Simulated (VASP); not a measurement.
HfIn2Se5:

```xyz
8
Lattice="3.9300 0.0000 0.0000 -1.9650 3.4035 0.0000 0.0000 0.0000 15.9000" Properties=species:S:1:pos:R:3 pbc="T T T"
Hf    0.0000    0.0000    0.0000
In    0.0000    2.2690    6.2010
In    1.9650    1.1345    9.6990
Se    1.9650    1.1345   14.3259
Se    0.0000    2.2690    1.5741
Se    1.9650    1.1345    4.7700
Se    0.0000    2.2690   11.1300
Se    0.0000    0.0000    7.9500
```

The cell was built by a generator and needn't be a form met in nature.

| Item | Value |
| --- | --- |
| Program | VASP 6.6.1 |
| Task | relaxation of cell and atoms |
| Functional | PBE |
| Potentials or basis | VASP PAW PBE potentials, release 64 (Hf_pv, In_d, Se) |
| Cutoff | 520 eV |
| k mesh | 4 × 4 × 1 |
| Occupations | gaussian, width 0.15 eV |
| Spin | no spin polarisation |

At the start: pressure 0.1 GPa; volume 26.58 Å³/atom.

Task: Where does the relaxation end?

Result: Over 9 steps the energy falls by 23.2 meV/atom and the volume is 27.60 Å³/atom (+3.8 %); space group P-3m1 (No. 164, to 0.05 Å).

The path:
```csv
step,energy change (eV),largest force (eV/Å),pressure (GPa),volume (Å³)
1,0.0000,0.8389,0.08,212.67
2,-0.0976,0.4599,0.72,213.06
3,-0.1387,0.2793,1.35,213.42
4,-0.1700,0.3230,-1.71,222.02
5,-0.1721,0.3019,-0.37,219.54
6,-0.1832,0.1095,-0.06,219.89
7,-0.1846,0.1180,0.12,220.06
8,-0.1847,0.1067,0.10,220.07
9,-0.1857,0.0659,-0.02,220.83
```

Final structure:
```
Hf In Se
1.0
     3.94203    0.00000    0.00000
    -1.97102    3.41390    0.00000
     0.00000    0.00000   16.40912
Hf In Se
1 2 5
Direct
  0.00000 0.00000 0.00000
  0.33333 0.66667 0.38384
  0.66667 0.33333 0.61616
  0.66667 0.33333 0.90930
  0.33333 0.66667 0.09070
  0.66667 0.33333 0.29940
  0.33333 0.66667 0.70060
  0.00000 0.00000 0.50000
```

Caveat: the k mesh is coarse (spacing up to 0.46 Å⁻¹), so the values aren't converged; this functional lacks dispersion, which binds the layers, so the pressure and a relaxed spacing across them are unreliable.
